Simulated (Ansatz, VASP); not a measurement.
**SrB2 in VASP and in Ansatz**

```
Sr B
1.0
     3.30524    0.00000    0.00000
    -1.65262    2.86242    0.00000
     0.00000    0.00000    4.41682
Sr B
1 2
Direct
  0.00000 0.00000 0.00000
  0.66667 0.33333 0.50000
  0.33333 0.66667 0.50000
```

Alike in both runs: functional PBE; k mesh 18 × 18 × 10; occupations gaussian, width 0.1 eV; no spin polarisation.

Ansatz relaxed the structure, and its values are those at the end. VASP's run is a single point on that final structure, the one shown.

|  | VASP | Ansatz |
| --- | --- | --- |
| version | VASP 6.6.1 | Ansatz 0.2.0 |
| potentials or method | VASP PAW PBE potentials, release 64 (Sr_sv, B) | scalar-relativistic, plane waves, PAW |
| plane-wave cutoff (eV) | 520 | 420 |
| valence electrons in the cell | 16 | 16 |

VASP gave:

- gap on the k mesh at the Fermi level (eV): none
- pressure (GPa): 0.4

Question: What did Ansatz give for the same quantities?

Answer: gap on the k mesh at the Fermi level (eV): none; pressure (GPa): 0.0.

A gap of «none» marks a metal or a gap that the smearing closes.
